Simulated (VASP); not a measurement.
# H21ClO10 in VASP: a series of runs, part 2 of 2

VASP 6.6.1. The steps go on from the part before.

**4. Single point, PBE**

The input, INCAR:

```
SYSTEM = H21ClO10
PREC = Accurate
ENCUT = 520
EDIFF = 1E-6
ISMEAR = -1
SIGMA = 0.02
LREAL = Auto
LASPH = .True.
NELM = 100
ALGO = Fast
ISIF = 2
LWAVE = .False.
LCHARG = .False.
GGA = PE
NBANDS = 66
```

The input, KPOINTS:

```
regular mesh
0
Gamma
  1 1 1
  0 0 0
```

The input, POSCAR:

```
H21ClO10
1.0
    7.0540040000      0.0000000000      0.0000000000
    0.0000000000      7.0540040000      0.0000000000
    0.0000000000      0.0000000000      7.0540040000
O H Cl
10 21 1
Direct
    0.9329311410      0.3731923033      0.1192514209
    0.4619362280      0.5617093498      0.1746809330
    0.1062800645      0.2572156183      0.6752193506
    0.2194356567      1.1250206266      0.3141761757
    0.2503967959      0.6037705678      0.9035010471
    0.6078958844      0.3056703682      0.7081651782
    0.7688541146      0.7831296949      0.2114118450
    0.8530757850      0.9777992754      0.8444990958
    0.6437903920      0.1965408582      0.3236034456
    0.8807196594      0.5867164238      0.6896933997
    0.9254460304      0.4197190702     -0.0058123018
    0.8070168375      0.3149842274      0.1351147518
    0.5872976539      0.6207963591      0.1528068314
    0.3530051868      0.5801527756      0.0374113766
    0.1719732509      0.2211509945      0.5554292286
    0.0195066518      0.1442301422      0.7032459863
    0.1279556972      1.1958740029      0.2387721924
    0.1958603936      0.9889560596      0.3352422256
    0.3141761757      0.6442298587      0.7936768961
    0.1852990160      0.4929682490      0.8714908582
    0.4825486348      0.2645589654      0.7389420250
    0.6270906566      0.2659057182      0.5693929292
    0.8192084949      0.8338101311      0.0916358993
    0.8673513653      0.6912386214      0.2471362364
    0.7351852933      1.0508074563      0.8089164679
    0.8542382454      0.8639915713      0.7648563851
    0.6902321008      0.0622625108      0.3219022841
    0.5094836918      0.1779131398      0.3140769413
    0.7470367184      0.5442582681      0.7035862186
    0.9569458707      0.4907000336      0.6197614858
    0.4412671158      0.6278703556      0.3008929397
    0.3865038920      0.7731211947      0.5464981307
```

Run with:

```sh
$ cat potpaw_PBE.64/O/POTCAR potpaw_PBE.64/H/POTCAR potpaw_PBE.64/Cl/POTCAR > POTCAR
$ mpirun -np 1 vasp_gam > vasp.out
```

Run time: 75 s. Hardware: 1 thread of Intel Xeon Platinum 8259CL at 2.50GHz (Skylake/Cascade Lake), shared host; peak memory 0.35 GiB.

The run converged. Its results:

```
Free energy            : -152.4038 eV
Pressure               : -0.1 GPa
Largest force          : 3.705 eV/Å
Band gap on the k mesh : 3.90 eV, direct
```

Forces in eV/Å, atoms in the order of the input:
```
O   -0.151 -0.517  1.406
O    0.128  0.016  0.117
O   -0.463 -0.993 -0.123
O    0.930  0.088  0.582
O   -0.059  0.614  3.653
O    0.986 -0.400 -1.168
O    0.536 -0.238 -0.235
O   -0.905  0.646 -0.161
O    1.336 -1.129  0.262
O   -0.245  0.391  0.140
H    0.099  0.673 -1.865
H    0.108 -0.135  0.599
H    0.479  0.185 -0.421
H    0.088  0.320  0.292
H   -0.285 -0.038  0.198
H    0.937  1.149  0.110
H   -0.531 -0.411 -0.334
H   -0.179  0.528 -0.251
H    1.423  1.355 -2.880
H   -1.315 -2.204 -0.792
H   -0.992 -0.223  0.107
H   -0.201  0.369  1.059
H   -0.133  0.374 -0.325
H   -0.236  0.042  0.223
H    0.975 -0.491  0.188
H    0.027 -0.344 -0.183
H   -0.146  0.720  0.056
H   -1.429  0.034 -0.286
H    0.862 -0.372 -0.500
H   -0.721  0.112  0.605
H   -0.993 -0.099  0.212
Cl   0.069 -0.021 -0.282
```

Stress tensor (GPa, compression positive):
```
 0.83  1.27 -0.76
 1.27 -1.14 -0.65
-0.76 -0.65  0.04
```

Levels at points of the mesh, in eV from the valence-band top:
| k point | band 42 | band 43 | band 44 | band 45 | band 46 | band 47 |
| --- | --- | --- | --- | --- | --- | --- |
| (0.00, 0.00, 0.00) | -0.40 | -0.09 | 0.00 | 3.90 | 6.54 | 7.11 |

**5. Single point, PBE**

The input, INCAR:

```
SYSTEM = H21ClO10
PREC     = Accurate       ! precision mode
ENCUT    = 520            ! plane-wave cutoff, eV
EDIFF    = 1E-6           ! SCF threshold, eV
ISMEAR   = -1             ! smearing method
SIGMA    = 0.02           ! smearing width, eV
LREAL    = Auto         
LASPH    = .TRUE.         ! aspherical terms in the spheres
NELM     = 60             ! most SCF steps
ALGO     = Fast           ! electronic algorithm
ISIF     = 2              ! what is computed and relaxed
LWAVE    = .FALSE.        ! write WAVECAR
LCHARG   = .TRUE.         ! write CHGCAR
GGA      = PE             ! functional
LELF     = .TRUE.         ! ELF
LVHAR    = .TRUE.       
NBANDS   = 66             ! bands
```

The input, KPOINTS:

```
regular mesh
0
G
  1 1 1
  0 0 0
```

The input, POSCAR:

```
H21ClO10
1.0
    7.0540040000      0.0000000000      0.0000000000
    0.0000000000      7.0540040000      0.0000000000
    0.0000000000      0.0000000000      7.0540040000
O H Cl
10 21 1
Direct
    0.9098236973      0.3424721619      0.1119931318
    0.4255171956      0.5866313657      0.1680322268
    0.1374822016      0.2983979028      0.6807906545
    0.2429400380      1.1150688318      0.2964840961
    0.2112275525      0.5990214919      0.8847173889
    0.5963563389      0.2403457667      0.7611988879
    0.7614824148      0.8001413098      0.1484263406
    0.8798832550      0.9605466626      0.8341503634
    0.6288201708      0.1544371112      0.3759425144
    0.8489788211      0.6210373569      0.6737875397
    0.8558401725      0.2694639810      0.0134533522
    0.8202150155      0.3263961858      0.2231356829
    0.5503824495      0.6164300446      0.1203004705
    0.3050182563      0.5982984983      0.0280975174
    0.1855400139      0.2666145355      0.5541675338
    0.0734334713      0.1845760224      0.7224124058
    0.1378507866      1.1155366512      0.2036857365
    0.2451940770      0.9901326963      0.3629002762
    0.2828464515      0.6479440613      0.7696338136
    0.1539976445      0.4708956785      0.8325342600
    0.4646297337      0.2150126368      0.7844055660
    0.5995460167      0.2346610521      0.6183438512
    0.8244820956      0.8690383504      0.0405443490
    0.8343346559      0.6830021644      0.1635383252
    0.7490497595      1.0178190996      0.8051597362
    0.8845330964      0.8280970637      0.7690100544
    0.6416781164      0.0141621695      0.3784517276
    0.5034445685      0.1807909380      0.3213210540
    0.7299400454      0.5579242654      0.7066908383
    0.9227950537      0.5135806558      0.6395516646
    0.4036289177      0.6820239966      0.2715904329
    0.4380774380      0.8090440550      0.5577116202
```

Run with:

```sh
$ cat potpaw_PBE.64/O/POTCAR potpaw_PBE.64/H/POTCAR potpaw_PBE.64/Cl/POTCAR > POTCAR
$ mpirun -np 1 vasp_gam > vasp.out
```

Wall time 61 s (1 thread of Intel Xeon Platinum 8259CL at 2.50GHz (Skylake/Cascade Lake), shared host); peak memory 0.35 GiB.

It converged, with:

```yaml
Free_energy: -152.3496 eV
Pressure: -1.2 GPa
Largest_force: 2.446 eV/Å
Band_gap_on_the_k_mesh: 3.98 eV, direct
```

Forces in eV/Å, atoms in the order of the input:
```
O    0.018  0.918  2.267
O   -1.642 -0.010 -0.059
O    0.036  0.207 -0.165
O   -0.469 -0.304  0.090
O   -0.079 -0.993 -0.387
O    0.577  0.299 -0.792
O    0.029 -0.499  0.242
O   -0.951 -0.177 -0.796
O    0.424  0.326  0.020
O   -1.060  0.160  0.135
H   -0.869 -0.832 -1.078
H    0.737 -0.364 -1.114
H    0.975  0.654 -0.263
H    0.152 -0.345 -0.535
H    0.054  0.045 -0.272
H   -0.534 -0.775  0.316
H    0.323  0.136  0.526
H    0.103  0.450 -0.268
H    0.046  0.334  0.506
H    1.022  1.312  0.732
H   -0.681 -0.134  0.380
H    0.313 -0.335  0.388
H   -0.195 -0.161 -0.030
H    0.129  0.222 -0.007
H    1.390 -0.517  0.024
H   -0.206  1.335  0.450
H   -0.171  0.571 -0.087
H   -0.049 -0.365 -0.026
H   -0.253  0.459  0.018
H    1.244 -0.843 -0.352
H    0.212 -0.338  0.160
Cl  -0.621 -0.437 -0.021
```

Stress tensor (GPa, compression positive):
```
 0.10  0.26 -0.41
 0.26 -1.77 -0.31
-0.41 -0.31 -1.88
```

Levels at points of the mesh, in eV from the valence-band top:
```tsv
k point	band 42	band 43	band 44	band 45	band 46	band 47
(0.00, 0.00, 0.00)	-0.33	-0.07	0.00	3.98	6.79	6.98
```

**6. Single point, PBE**

The input, INCAR:

```
SYSTEM = H21ClO10
ALGO = Normal
EDIFF = 1E-6
ENCUT = 520
GGA = PE
ISIF = 2
ISMEAR = -1
LASPH = .True.
LCHARG = .True.
LELF = .True.
LREAL = Auto
LVHAR = .True.
LWAVE = .False.
NBANDS = 66
NELM = 60
PREC = Accurate
SIGMA = 0.02
```

The input, KPOINTS:

```
k-points
0
Gamma
  1 1 1
  0 0 0
```

The input, POSCAR:

```
H21ClO10
1.0
    7.0540040000      0.0000000000      0.0000000000
    0.0000000000      7.0540040000      0.0000000000
    0.0000000000      0.0000000000      7.0540040000
O H Cl
10 21 1
Direct
    0.9092424671      0.3265095965      0.1516018420
    0.4384318467      0.6204419504      0.1668272374
    0.1228238600      0.2885028134      0.7366312806
    0.2509071444      1.2014169541      0.3425997490
    0.2352564586      0.6137648915      0.8904021035
    0.6212925312      0.1912530812      0.7936768961
    0.8068183687      0.7429964599      0.1042670234
    0.9262115530      0.9451795037      0.8053156760
    0.6339236553      0.1617379293      0.3908843828
    0.8049045620      0.6295006354      0.5718312607
    0.8693218773      0.2430250961      0.0568613230
    0.8335833096      0.2940599410      0.2624608662
    0.5762968096      0.6397217807      0.1466259446
    0.3291463969      0.6150549390      0.0219449833
    0.1910687887      0.2835694451      0.6087606415
    0.0879784021      0.1505244397      0.7679042995
    0.1438190282      1.2415501891      0.2588742507
    0.2201728267      1.0750490076      0.3859084855
    0.2827613934      0.6951371165      0.7947259457
    0.1857526591      0.4767079803      0.8591007320
    0.4834842736      0.1707966142      0.8057834954
    0.6473628311      0.1965125055      0.6577824453
    0.8452504422      0.8219445297     -0.0104337905
    0.9056416753      0.6496452228      0.1351714572
    0.7904163366      0.9941020731      0.7898492828
    0.9239433377      0.8332289009      0.7258714342
    0.6538414211      0.0265948247      0.3654520185
    0.4966540989      0.1695349195      0.3512756727
    0.6724833159      0.6714342663      0.5724833726
    0.8163306967      0.4946694105      0.5686274065
    0.3741988238      0.6438187446      0.2927982462
    0.3804931214      0.8016723552      0.5443007971
```

Potentials or basis: VASP PAW PBE potentials, release 64 (O, H, Cl).

Run with:

```sh
$ cat potpaw_PBE.64/O/POTCAR potpaw_PBE.64/H/POTCAR potpaw_PBE.64/Cl/POTCAR > POTCAR
$ mpirun -np 1 vasp_gam > vasp.out
```

Wall time 53 s (1 thread of Intel Xeon Platinum 8259CL at 2.50GHz (Skylake/Cascade Lake), shared host); peak memory 0.37 GiB.

It converged, with:

```yaml
Free_energy: -152.4870 eV
Pressure: -0.5 GPa
Largest_force: 4.112 eV/Å
Band_gap_on_the_k_mesh: 4.38 eV, direct
```

Forces on the atoms (eV/Å):
```
O    1.607  1.413  1.548
O   -1.320 -0.677 -0.284
O    0.649 -1.178 -0.816
O   -0.337  0.621 -0.154
O   -1.537 -2.544  2.841
O   -0.302 -0.240  0.635
O   -0.229  0.217 -0.092
O   -1.407  0.912  0.182
O   -0.537 -0.434 -0.374
O    0.543  1.281  0.076
H   -0.839 -1.226 -1.668
H   -0.656 -0.243  0.114
H    0.268  0.551  0.503
H    0.297  0.089  0.052
H   -0.801 -0.030  1.171
H    0.082  1.342 -0.387
H    0.217 -0.028  0.163
H   -0.051 -0.755  0.121
H    0.738  0.831 -2.394
H    0.561  1.211 -0.735
H    0.694  0.039 -0.197
H   -0.430 -0.001 -0.578
H    0.259 -0.878  0.988
H   -0.384  0.367 -0.439
H    1.068  0.223  0.216
H    0.223 -0.893 -0.706
H    0.360  0.014  0.205
H    0.551  0.643  0.260
H   -0.249 -0.477 -0.103
H   -0.292 -0.669  0.196
H    1.351  0.325 -0.438
Cl  -0.098  0.193  0.094
```

Stress tensor (GPa, compression positive):
```
-1.83  0.17  0.03
 0.17 -0.53 -0.09
 0.03 -0.09  0.96
```

Levels at points of the mesh, in eV from the valence-band top:
```
           k point  band 41  band 42  band 43  band 44  band 45  band 46  band 47  band 48
(0.00, 0.00, 0.00)    -0.17    -0.12    -0.07     0.00     4.38     7.10     7.31     7.67
```

**7. Single point, PBE**

The input, INCAR:

```
SYSTEM = H21ClO10
PREC = Accurate
ENCUT = 520
EDIFF = 1E-6
ISMEAR = -1
SIGMA = 0.02
LREAL = Auto
LASPH = .TRUE.
NELM = 100
ALGO = Normal
ISIF = 2
LWAVE = .FALSE.
LCHARG = .FALSE.
GGA = PE
NBANDS = 66
```

The input, KPOINTS:

```
regular mesh
0
G
  1 1 1
  0 0 0
```

The input, POSCAR:

```
H21ClO10
1.0
    7.0540040000      0.0000000000      0.0000000000
    0.0000000000      7.0540040000      0.0000000000
    0.0000000000      0.0000000000      7.0540040000
O H Cl
10 21 1
Direct
    0.9456047941      0.3248509641      0.1756307482
    0.4927130747      0.5929965449      0.1114260780
    0.1348028722      0.2513040821      0.7640483334
    0.2439465586      1.2296278823      0.4207397671
    0.2382760203      0.5864612495      0.8812725368
    0.6457467277      0.1657923642      0.8323641438
    0.8121203220      0.7341504201      0.1112134328
    0.9273314844      0.9191517328      0.7974052751
    0.6237308626      0.2027500977      0.3743405873
    0.7820239399      0.6763959873      0.5150975248
    0.9269628994      0.2413806400      0.0718598969
    0.8131835480      0.3261126589      0.2280832276
    0.6252902607      0.6513747370      0.1184433692
    0.3526082492      0.5824351673     -0.0155939804
    0.1866599452      0.2488657506      0.6353696425
    0.0822936874      0.1196483586      0.7831155185
    0.1293308028      1.2629564712      0.3438897965
    0.2646723761      1.0877935425      0.4172382097
    0.2731923600      0.6517433219      0.7563505776
    0.1802805896      0.4595829546      0.8445841539
    0.5068468915      0.1321944246      0.8336116623
    0.6601498950      0.2149842841      0.7075981244
    0.8993757304      0.7839802756      0.0210376972
    0.8925285554      0.6821374074      0.2085765758
    0.8034727511      0.9804360757      0.8256587323
    0.9026221136      0.8258997301      0.6902179245
    0.6340654187      0.0703004988      0.3514457888
    0.4938046534      0.2470511783      0.3711792622
    0.6461153127      0.7148138844      0.5226109880
    0.7658912584      0.5442440917      0.5627442230
    0.4354831667      0.6406290668      0.2251203714
    0.3286785774      0.8140908341      0.5261408981
```

Run with:

```sh
$ cat potpaw_PBE.64/O/POTCAR potpaw_PBE.64/H/POTCAR potpaw_PBE.64/Cl/POTCAR > POTCAR
$ mpirun -np 1 vasp_gam > vasp.out
```

Wall time 66 s (1 thread of Intel Xeon Platinum 8259CL at 2.50GHz (Skylake/Cascade Lake), shared host); peak memory 0.37 GiB.

Results (log left out):

```
Free energy            : -152.5596 eV
Pressure               : 0.9 GPa
Largest force          : 2.300 eV/Å
Band gap on the k mesh : 4.39 eV, direct
```

Forces in eV/Å, atoms in the order of the input:
```
O   -0.688  0.708  1.374
O   -0.069 -0.424  0.172
O   -0.401 -0.396  1.365
O    0.098 -0.590 -0.626
O   -0.578  0.118 -0.956
O   -1.874 -0.721  1.123
O   -0.206 -0.034  1.320
O    0.067 -0.769 -0.424
O    1.450  1.482  0.463
O   -1.017 -1.248  0.655
H    0.162 -0.720 -1.254
H    0.682 -0.139  0.142
H    0.056 -0.081 -0.992
H    0.511  0.120 -0.265
H    0.181 -0.015 -0.906
H   -0.021  0.650 -0.072
H    0.302 -0.289 -0.159
H   -0.498  0.771  0.060
H    0.026  0.201  0.493
H    0.139 -0.487  0.317
H    1.294  0.297  0.170
H    0.299  0.381 -1.374
H    0.595  0.701 -1.787
H    0.025 -0.344  0.674
H    0.084  0.136 -0.368
H    0.066  0.771  0.767
H   -0.365 -0.974 -0.184
H   -0.909 -0.276 -0.181
H    0.291  0.385 -0.171
H    0.607  0.758 -0.346
H   -0.751  0.283  1.049
Cl   0.442 -0.254 -0.075
```

Stress tensor (GPa, compression positive):
```
 0.38 -0.14 -0.98
-0.14 -0.11 -0.33
-0.98 -0.33  2.50
```

Levels at points of the mesh, in eV from the valence-band top:
```tsv
k point	band 40	band 41	band 42	band 43	band 44	band 45	band 46	band 47	band 48	band 49
(0.00, 0.00, 0.00)	-0.52	-0.43	-0.35	-0.07	0.00	4.39	6.90	7.25	7.65	7.89
```
